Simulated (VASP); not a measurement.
Output of a VASP run:

File OUTCAR:
```
 ion  position               nearest neighbor table
   1  0.667  0.333  0.750-   2 3.14   2 3.14   2 3.14   2 3.14   2 3.14   2 3.14
   2  0.333  0.667  0.250-   1 3.14   1 3.14   1 3.14   1 3.14   1 3.14   1 3.14
  LATTYP: Found a hexagonal cell.
 ALAT       =     3.1909174511
 C/A-ratio  =     1.5956014986
 Subroutine PRICEL returns:
 Original cell was already a primitive cell.
 Subroutine GETGRP returns: Found 24 space group operations
The static configuration has the point symmetry D_3d.
 The point group associated with its full space group is D_6h.
The dynamic configuration has the point symmetry D_3d.
 Subroutine INISYM returns: Found 24 space group operations
 Subroutine IBZKPT returns following result:
 Found    135 irreducible k-points:

 Following reciprocal coordinates:
            Coordinates               Weight
  0.000000  0.000000  0.000000      1.000000
  0.066667 -0.000000  0.000000      6.000000
  0.133333 -0.000000  0.000000      6.000000
  0.200000  0.000000  0.000000      6.000000
  0.266667 -0.000000  0.000000      6.000000
  0.333333 -0.000000  0.000000      6.000000
  0.400000  0.000000  0.000000      6.000000
  0.466667 -0.000000  0.000000      6.000000
  0.066667  0.066667  0.000000      6.000000
  0.133333  0.066667  0.000000     12.000000
  0.200000  0.066667  0.000000     12.000000
  0.266667  0.066667  0.000000     12.000000
  0.333333  0.066667  0.000000     12.000000
  0.400000  0.066667  0.000000     12.000000
  0.466667  0.066667  0.000000      6.000000
  0.133333  0.133333  0.000000      6.000000
  0.200000  0.133333  0.000000     12.000000
  0.266667  0.133333  0.000000     12.000000
  0.333333  0.133333  0.000000     12.000000
  0.400000  0.133333  0.000000     12.000000
  0.200000  0.200000  0.000000      6.000000
  0.266667  0.200000  0.000000     12.000000
  0.333333  0.200000  0.000000     12.000000
  0.400000  0.200000  0.000000      6.000000
  0.266667  0.266667  0.000000      6.000000
  0.333333  0.266667  0.000000     12.000000
  0.333333  0.333333  0.000000      2.000000
  0.000000  0.000000  0.125000      2.000000
  0.066667 -0.000000  0.125000     12.000000
  0.133333 -0.000000  0.125000     12.000000
  0.200000  0.000000  0.125000     12.000000
  0.266667 -0.000000  0.125000     12.000000
  0.333333 -0.000000  0.125000     12.000000
  0.400000  0.000000  0.125000     12.000000
  0.466667 -0.000000  0.125000     12.000000
  0.066667  0.066667  0.125000     12.000000
  0.133333  0.066667  0.125000     24.000000
  0.200000  0.066667  0.125000     24.000000
  0.266667  0.066667  0.125000     24.000000
  0.333333  0.066667  0.125000     24.000000
   k-points           NKPTS =    135   k-points in BZ     NKDIM =    135   number of bands    NBANDS=      6
   number of dos      NEDOS =    301   number of ions     NIONS =      2
   total plane-waves  NPLWV =   7168
   dimension x,y,z NGX =    16 NGY =   16 NGZ =   28
   dimension x,y,z NGXF=    32 NGYF=   32 NGZF=   56
   ions per type =               2
   PREC   = normal    normal or accurate (medium, high low for compatibility)
   ISTART =      0    job   : 0-new  1-cont  2-samecut
   ICHARG =      2    charge: 1-file 2-atom 10-const
   ISPIN  =      1    spin polarized calculation?
   LNONCOLLINEAR =      F non collinear calculations
   LSORBIT =      F    spin-orbit coupling
   INIWAV =      1    electr: 0-lowe 1-rand  2-diag
   ENCUT  =  400.0 eV  29.40 Ry    5.42 a.u.   5.20  5.20  8.30*2*pi/ulx,y,z
   NELM   =    100;   NELMIN=  4; NELMDL= -5     # of ELM steps
   EDIFF  = 0.1E-04   stopping-criterion for ELM
   LREAL  =      F    real-space projection
   NLSPLINE    = F    spline interpolate recip. space projectors
   LMAXMIX     =    2 max onsite mixed and CHGCAR
   VOSKOWN=      0    Vosko Wilk Nusair interpolation
   EDIFFG = -.3E-01   stopping-criterion for IOM
   NSW    =     20    number of steps for IOM
...
```

### OSZICAR
```
       N       E                     dE             d eps       ncg     rms          rms(c)
DAV:   1    -0.102861722417E+01   -0.10286E+01   -0.11714E+03  1626   0.383E+02
DAV:   2    -0.345123350632E+01   -0.24226E+01   -0.23274E+01  2130   0.258E+01
DAV:   3    -0.346707638397E+01   -0.15843E-01   -0.15789E-01  2268   0.287E+00
DAV:   4    -0.346711705135E+01   -0.40667E-04   -0.40667E-04  2190   0.129E-01
DAV:   5    -0.346711723368E+01   -0.18232E-06   -0.18261E-06  2268   0.669E-03    0.967E-01
RMM:   6    -0.345658050682E+01    0.10537E-01   -0.46852E-04  1620   0.217E-01    0.616E-01
RMM:   7    -0.344701201480E+01    0.95685E-02   -0.21277E-03  1620   0.435E-01    0.309E-02
RMM:   8    -0.344702527676E+01   -0.13262E-04   -0.94005E-05  1614   0.104E-01    0.664E-03
RMM:   9    -0.344702562587E+01   -0.34912E-06   -0.68397E-06  1201   0.257E-02
   1 F= -.34470256E+01 E0= -.34469243E+01  d E =-.344703E+01
```

OUTCAR:
```
------------------------ aborting loop because EDIFF is reached ----------------------------------------
  FORCE on cell =-STRESS in cart. coord.  units (eV):
  Direction    XX          YY          ZZ          XY          YZ          ZX
  --------------------------------------------------------------------------------------
  Total       -0.0080779     -0.0080779      0.0487865     -0.0000000     -0.0000000      0.0000000
  in kB       -0.2882748     -0.2882748      1.7410373     -0.0000000     -0.0000000      0.0000000
  external PRESSURE =       0.3881626 kB  Pullay stress =       0.0000000 kB
  volume of cell :       44.90
      direct lattice vectors                 reciprocal lattice vectors
     3.190917451  0.000000000  0.000000000     0.313389492  0.180935479  0.000000000
    -1.595458725  2.763416020  0.000000000     0.000000000  0.361870957  0.000000000
     0.000000000  0.000000000  5.091432667     0.000000000  0.000000000  0.196408372
 POSITION                                       TOTAL-FORCE (eV/Angst)
 -----------------------------------------------------------------------------------
      1.59546      0.92114      3.81857         0.000000     -0.000000      0.000000
     -0.00000      1.84228      1.27286        -0.000000      0.000000      0.000000
 -----------------------------------------------------------------------------------
    total drift:                                0.000005     -0.000003      0.000001
  FREE ENERGIE OF THE ION-ELECTRON SYSTEM (eV)
  ---------------------------------------------------
  free  energy   TOTEN  =        -3.4470256259 eV

  energy  without entropy=       -3.4467216451  energy(sigma->0) =       -3.44692430

 reached required accuracy - stopping structural energy minimisation
```
(Selected blocks of OUTCAR.)

File POSCAR:
```
Mg
1
    3.1909174511     0.0000000000     0.0000000000
   -1.5954587255     2.7634160197     0.0000000000
    0.0000000000     0.0000000000     5.0914326668
Mg
2
Direct
  0.6666670000   0.3333330000   0.7500000000
  0.3333330000   0.6666670000   0.2500000000
```

Problem. Write an INCAR and KPOINTS that could have produced this output.

Solution. This is not unique; one that fits is the input of the run itself, PBEsol GGA, plane waves, VASP's PBE PAW potentials (set 64).

INCAR:
```
SYSTEM = Mg
PREC = Normal
ENCUT = 400
EDIFF = 1E-5
NELM = 100
ALGO = Fast
LREAL = .FALSE.
LASPH = .TRUE.
ISMEAR = 1
SIGMA = 0.1
GGA = PS
LWAVE = .FALSE.
LCHARG = .FALSE.
NELMIN = 4
IBRION = 2
ISIF = 2
NSW = 20
EDIFFG = -0.03
```

**KPOINTS**
```
Automatic
0
G
  15 15 8
0 0 0
```

POTCAR, in this order: Mg (PBE.64 set). Program: vasp_std.

The compound is Mg in the hcp structure. It was relaxed first.
